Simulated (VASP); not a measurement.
# A VASP study of ZnSe (Stilleite) (PBE): structure first, properties next, part 4 of 5

What structure does ZnSe (Stilleite) take at this level, and what are its properties? The start is a cell from a database of measured crystal structures.

VASP 6.6.1, plane waves and PAW; the level of theory is named at each step.

Still holding for the runs below: Spin-orbit coupling is off here; it would split degenerate levels, and it lifts a valence top of Se p states by about 0.1 eV.

So far, gap on the k-mesh (eV): 1.15 in steps 2, 6 and 7. The relaxed cell has a = 5.735 Å (conventional setting).

## Step 9: Starting orbitals for the hybrid

This step: PBE; plane waves and PAW (Zn, Se) (VASP 6.6.1).

A hybrid converges badly from random orbitals, so a cheap semilocal run writes a WAVECAR on the same mesh first.

File INCAR:

```
SYSTEM = ZnSe
PREC = Accurate
ENCUT = 400
EDIFF = 1E-05
NELM = 100
ISMEAR = 0
SIGMA = 0.05
LREAL = .FALSE.
ALGO = Normal
GGA = PE
NBANDS = 15
LORBIT = 11
LWAVE = .TRUE.
LCHARG = .FALSE.
KPAR = 2
```

File POSCAR:

```
ZnSe
1.0
    0.0000000000      2.8675528976      2.8675528976
    2.8675528976      0.0000000000      2.8675528976
    2.8675528976      2.8675528976      0.0000000000
Zn Se
1 1
Direct
    0.0000000000      0.0000000000      0.0000000000
    0.2500000000      0.2500000000      0.2500000000
```

File KPOINTS:

```
Automatic mesh
0
Gamma
4 4 4
0 0 0
```

Potentials, in the order of the species: Zn and Se (PBE family, release 64).

Run with:

```
$ mpirun -np 2 vasp_std
```

Output:

```text
[... set-up lines as in an earlier step ...]
 entering main loop
       N       E                     dE             d eps       ncg     rms          rms(c)
DAV:   1     0.786224260714E+02    0.78622E+02   -0.74172E+03   240   0.109E+03
DAV:   2    -0.152818316358E+01   -0.80151E+02   -0.76009E+02   282   0.230E+02
DAV:   3    -0.624167477500E+01   -0.47135E+01   -0.47032E+01   289   0.599E+01
DAV:   4    -0.627367893242E+01   -0.32004E-01   -0.32002E-01   296   0.535E+00
DAV:   5    -0.627385018559E+01   -0.17125E-03   -0.17125E-03   296   0.346E-01    0.449E+00
DAV:   6    -0.598461046754E+01    0.28924E+00   -0.57634E-01   343   0.243E+01    0.345E+00
DAV:   7    -0.596492554003E+01    0.19685E-01   -0.17816E-01   275   0.367E+00    0.146E+00
DAV:   8    -0.596522465834E+01   -0.29912E-03   -0.46406E-03   283   0.599E-01    0.457E-01
DAV:   9    -0.596561309021E+01   -0.38843E-03   -0.11118E-03   275   0.255E-01    0.724E-02
DAV:  10    -0.596572195858E+01   -0.10887E-03   -0.14803E-04   290   0.102E-01    0.168E-02
DAV:  11    -0.596573612972E+01   -0.14171E-04   -0.32766E-05   254   0.472E-02    0.579E-03
DAV:  12    -0.596573757803E+01   -0.14483E-05   -0.36839E-06   176   0.170E-02
   1 F= -.59657376E+01 E0= -.59657376E+01  d E =-.103359E-17
 writing wavefunctions
```

Elapsed: 2 s, on 2 MPI ranks of Intel Xeon 6975P-C (Granite Rapids), shared host; peak memory 0.27 GiB; 3 s of CPU time.

From OUTCAR (step 9):

```text
   k-points           NKPTS =      8   k-points in BZ     NKDIM =      8   number of bands    NBANDS=     15

   NELECT =      18.0000    total number of electrons

 E-fermi :   1.6418

 k-point     1 :       0.0000    0.0000    0.0000
  band No.  band energies     occupation
    ...
      5      -4.7701      2.00000
      6      -4.7701      2.00000
      7       1.3469      2.00000
      8       1.3469      2.00000
      9       1.3469      2.00000
     10       2.4797      0.00000
     11       7.1316      0.00000
     12       7.1316      0.00000
     13       7.1316      0.00000
     14      11.1219      0.00000
    ...

  Total        0.0494600      0.0494600      0.0494600      0.0000000      0.0000000      0.0000000
  in kB        1.6803524      1.6803524      1.6803524      0.0000000      0.0000000      0.0000000
  external PRESSURE =       1.6803524 kB  Pullay stress =       0.0000000 kB

 POSITION                                       TOTAL-FORCE (eV/Angst)
 -----------------------------------------------------------------------------------
      0.00000      0.00000      0.00000         0.000000      0.000000     -0.000000
      1.43378      1.43378      1.43378        -0.000000     -0.000000      0.000000
 -----------------------------------------------------------------------------------
    total drift:                               -0.000001     -0.000001     -0.000001

  FREE ENERGIE OF THE ION-ELECTRON SYSTEM (eV)
  ---------------------------------------------------
  free  energy   TOTEN  =        -5.9657375780 eV

  energy  without entropy=       -5.9657375780  energy(sigma->0) =       -5.96573758

[... 6 parts as in an earlier step ...]

[... 10 further parts left out ...]
```

A gap read on the k-mesh alone can miss the band edges.

This step gave:

```
SCF cycles                     : 12
bands                          : 15
irreducible k-points           : 8
free energy (TOTEN)            : -5.966 eV
Fermi energy                   : 1.642 eV
pressure                       : 0.1680 GPa
gap on the k-mesh              : 1.133 eV
least direct gap on the k-mesh : 1.133 eV
```

## Step 10: Band structure (HSE06)

This step: HSE06; plane waves and PAW (Zn, Se) (VASP 6.6.1).

HSE06 mixes in a quarter of exact exchange at short range, at far higher cost; in semiconductors this cures much of the gap error, while metals seldom gain.

File INCAR:

```
SYSTEM = ZnSe
PREC = Accurate
ENCUT = 400
EDIFF = 1E-06
NELM = 100
ISMEAR = 0
SIGMA = 0.05
LREAL = .FALSE.
ALGO = Normal
LHFCALC = .TRUE.
AEXX = 0.25
GGA = PE
HFSCREEN = 0.2
LASPH = .TRUE.
NBANDS = 15
PRECFOCK = Fast
LORBIT = 11
LWAVE = .FALSE.
LCHARG = .FALSE.
KPAR = 2
```

POSCAR is that of step 9.

KPOINTS is that of step 9.

File KPOINTS_OPT:

```
Line mode
6
Line-mode
Reciprocal
  0.00000000   0.00000000   0.00000000 GAMMA
  0.50000000   0.00000000   0.50000000 X

  0.50000000   0.00000000   0.50000000 X
  0.50000000   0.25000000   0.75000000 W

  0.50000000   0.25000000   0.75000000 W
  0.37500000   0.37500000   0.75000000 K

  0.37500000   0.37500000   0.75000000 K
  0.00000000   0.00000000   0.00000000 GAMMA

  0.00000000   0.00000000   0.00000000 GAMMA
  0.50000000   0.50000000   0.50000000 L

  0.50000000   0.50000000   0.50000000 L
  0.62500000   0.25000000   0.62500000 U

  0.62500000   0.25000000   0.62500000 U
  0.50000000   0.25000000   0.75000000 W

  0.50000000   0.25000000   0.75000000 W
  0.50000000   0.50000000   0.50000000 L

  0.50000000   0.50000000   0.50000000 L
  0.37500000   0.37500000   0.75000000 K

  0.62500000   0.25000000   0.62500000 U
  0.50000000   0.00000000   0.50000000 X
```

The WAVECAR or CHGCAR of an earlier step is read.

Run with:

```
$ mpirun -np 2 vasp_std
```

Output:

```text
[banner, memory and clock lines left out]
running    2 mpi-ranks, on    1 nodes
 distrk:  each k-point on    1 cores,    2 groups
 distr:  one band on    1 cores,    1 groups

 POSCAR found type information on POSCAR ZnSe
 POSCAR found :  2 types and       2 ions
 LDA part: xc-table for (Slater+PW92), standard interpolation
 found WAVECAR, reading the header
 POSCAR, INCAR and KPOINTS ok, starting setup
 FFT: planning ... GRIDC
 FFT: planning ... GRID_SOFT
 FFT: planning ... GRID
 reading WAVECAR
 the WAVECAR file was read successfully
 initial charge from wavefunction
 entering main loop
       N       E                     dE             d eps       ncg     rms          rms(c)
DAV:   1    -0.741565674772E+01   -0.74157E+01   -0.69611E-01   329   0.230E+01    0.213E+00
DAV:   2    -0.739590853519E+01    0.19748E-01   -0.16460E-01   282   0.789E+00    0.112E+00
DAV:   3    -0.739581797600E+01    0.90559E-04   -0.17346E-02   296   0.203E+00    0.692E-01
DAV:   4    -0.739548398157E+01    0.33399E-03   -0.13328E-03   247   0.413E-01    0.405E-01
DAV:   5    -0.739537044544E+01    0.11354E-03   -0.19768E-04   284   0.131E-01    0.231E-01
DAV:   6    -0.739534025056E+01    0.30195E-04   -0.39541E-05   261   0.600E-02    0.128E-01
DAV:   7    -0.739532749314E+01    0.12757E-04   -0.45403E-06   247   0.208E-02    0.700E-02
DAV:   8    -0.739532292972E+01    0.45634E-05   -0.17839E-06   240   0.104E-02    0.373E-02
DAV:   9    -0.739532119330E+01    0.17364E-05   -0.62535E-07   183   0.623E-03    0.201E-02
DAV:  10    -0.739532062847E+01    0.56483E-06   -0.27718E-07   120   0.433E-03
   1 F= -.73953206E+01 E0= -.73953206E+01  d E =-.155343E-11
 Start KPOINTS_OPT (optional k-point list driver)
k-point batch [1-8\60]
       N       E                     dE             ncg
DAV:   1     0.152123002001E+02   -0.28861E+04      240
DAV:   2    -0.793531579985E+03   -0.80874E+03      254
DAV:   3    -0.846408088177E+03   -0.52877E+02      289
DAV:   4    -0.847201150557E+03   -0.79306E+00      310
DAV:   5    -0.847206311538E+03   -0.51610E-02      310
DAV:   6    -0.847206348717E+03   -0.37179E-04      324
DAV:   7    -0.847206349099E+03   -0.38206E-06      246
[...]
k-point batch [57-60\60]
       N       E                     dE             ncg
DAV:   1     0.208346464399E+04   -0.22923E+04      120
DAV:   2     0.168674615706E+04   -0.39672E+03      141
DAV:   3     0.166266342842E+04   -0.24083E+02      148
DAV:   4     0.166232733951E+04   -0.33609E+00      155
DAV:   5     0.166232517156E+04   -0.21679E-02      169
DAV:   6     0.166232515602E+04   -0.15543E-04      162
DAV:   7     0.166232515587E+04   -0.14586E-06      123
```

The job ended after 2.3 min (2 MPI ranks; peak memory 0.49 GiB).

From OUTCAR (step 10):

```text
   k-points           NKPTS =      8   k-points in BZ     NKDIM =     64   number of bands    NBANDS=     15

   NELECT =      18.0000    total number of electrons

  exchange ACFDT corr.  =         0.00000000  see jH, gK, PRB 81, 115126

 E-fermi :   0.8977

 k-point     1 :       0.0000    0.0000    0.0000
  band No.  band energies     occupation
    ...
      5      -7.1180      2.00000
      6      -7.1180      2.00000
      7       0.6709      2.00000
      8       0.6709      2.00000
      9       0.6709      2.00000
     10       2.9550      0.00000
     11       7.6350      0.00000
     12       7.6350      0.00000
     13       7.6350      0.00000
     14      11.8296      0.00000
    ...

 POSITION                                       TOTAL-FORCE (eV/Angst)
 -----------------------------------------------------------------------------------
      0.00000      0.00000      0.00000        -0.000000     -0.000000     -0.000000
      1.43378      1.43378      1.43378         0.000000      0.000000      0.000000
 -----------------------------------------------------------------------------------
    total drift:                                0.000232      0.000187      0.000143

  FREE ENERGIE OF THE ION-ELECTRON SYSTEM (eV)
  ---------------------------------------------------
  free  energy   TOTEN  =        -7.3953206285 eV

  energy  without entropy=       -7.3953206285  energy(sigma->0) =       -7.39532063

[... 7 parts as in an earlier step ...]

[... 9 further parts left out ...]
```

The k-mesh is coarse for exact exchange; levels may shift by about 0.1 eV on a finer one. The PAW data sets were made with PBE, which is usual practice but a small mismatch for other functionals.

This step gave:

```yaml
scf_cycles: 10
free_energy_toten: -7.395 eV
fermi_energy: 0.8977 eV
least_gap_on_mesh_and_path: 2.284 eV
least_direct_gap_on_mesh_and_path: 2.284 eV
```

The electronic bands at the labelled points (eV, zero at the valence-band top; v1 is the highest filled band, c1 the lowest empty one):

```tsv
point	v4	v3	v2	v1	c1	c2	c3	c4
Γ	-7.79	0.00	0.00	0.00	2.28	6.96	6.96	6.96
0.60 of the way	-7.76	-3.58	-1.55	-1.55	4.67	5.06	9.62	9.99
X	-7.58	-4.95	-2.18	-2.18	3.95	4.52	11.92	12.57
0.60 of the way	-7.51	-4.82	-2.61	-2.47	5.20	5.69	9.83	10.04
W	-7.48	-4.74	-2.83	-2.61	6.45	6.72	8.13	8.78
0.60 of the way	-7.50	-4.78	-3.05	-2.04	5.11	6.71	9.30	9.76
K	-7.51	-4.80	-3.11	-1.78	4.61	6.69	10.17	10.51
0.40 of the way	-7.74	-3.99	-2.23	-0.72	5.16	7.43	7.57	8.24
Γ	-7.79	0.00	0.00	0.00	2.28	6.96	6.96	6.96
0.40 of the way	-7.79	-2.39	-0.33	-0.33	3.70	7.17	7.48	7.48
L	-7.62	-5.30	-0.86	-0.86	3.60	7.51	7.51	9.66
0.40 of the way	-7.59	-5.12	-1.84	-1.12	4.59	6.91	8.20	9.67
U	-7.51	-4.80	-3.11	-1.78	4.61	6.69	10.17	10.51
0.40 of the way	-7.50	-4.78	-3.05	-2.04	5.11	6.71	9.30	9.76
W	-7.48	-4.74	-2.83	-2.61	6.45	6.72	8.13	8.78
0.60 of the way	-7.58	-5.07	-2.03	-1.24	4.89	6.72	8.40	9.67
L	-7.62	-5.30	-0.86	-0.86	3.60	7.51	7.51	9.66
0.60 of the way	-7.56	-4.94	-2.55	-1.36	4.93	7.04	8.96	9.27
K	-7.51	-4.80	-3.11	-1.78	4.61	6.69	10.17	10.51
jump to U	-7.51	-4.80	-3.11	-1.78	4.61	6.69	10.17	10.51
0.40 of the way	-7.54	-4.88	-2.69	-2.03	4.31	5.38	10.94	11.53
X	-7.58	-4.95	-2.18	-2.18	3.95	4.52	11.92	12.57
```

Of the projections kept (Zn, Se), the largest for each band there; the rest of the weight can lie on other orbitals:

```tsv
point	v4	v3	v2	v1	c1	c2	c3	c4
Γ	Zn 1.00	Se 0.82	Se 0.82	Se 0.82	Zn 0.55	Zn 0.73	Zn 0.73	Zn 0.73
X	Zn 0.97	Zn 0.53	Se 0.78	Se 0.78	Zn 0.64	Zn 0.66	Se 0.79	Zn 0.52
W	Zn 0.96	Zn 0.50	Se 0.73	Se 0.76	Se 0.70	Se 0.52	Zn 0.67	Zn 0.51
K	Zn 0.97	Zn 0.50	Se 0.74	Se 0.78	Zn 0.65	Se 0.57	Se 0.68	Se 0.51
Γ	Zn 1.00	Se 0.82	Se 0.82	Se 0.82	Zn 0.55	Zn 0.73	Zn 0.73	Zn 0.73
L	Zn 0.98	Se 0.58	Se 0.79	Se 0.79	Zn 0.66	Zn 0.64	Zn 0.64	Se 0.78
```

The gap moves by +1.14 eV against PBE, which ran on another mesh.

[end of part 4 of 5]

[Lines on the potential files, build, host, timing and source positions are cut from VASP's logs without a mark.]

[Logs are printed without paths, hosts, clocks, repeated set-up lines and the standing remarks that a program may print on its own settings, such as how far it seeks lower states.]

[Hosts, paths, dates, database ids (printed as entryN), source tags and the programs' standing remarks are cut or masked in the printed files.]

[A measured line is paired with the nearest computed mode of its activity, which favours agreement.]
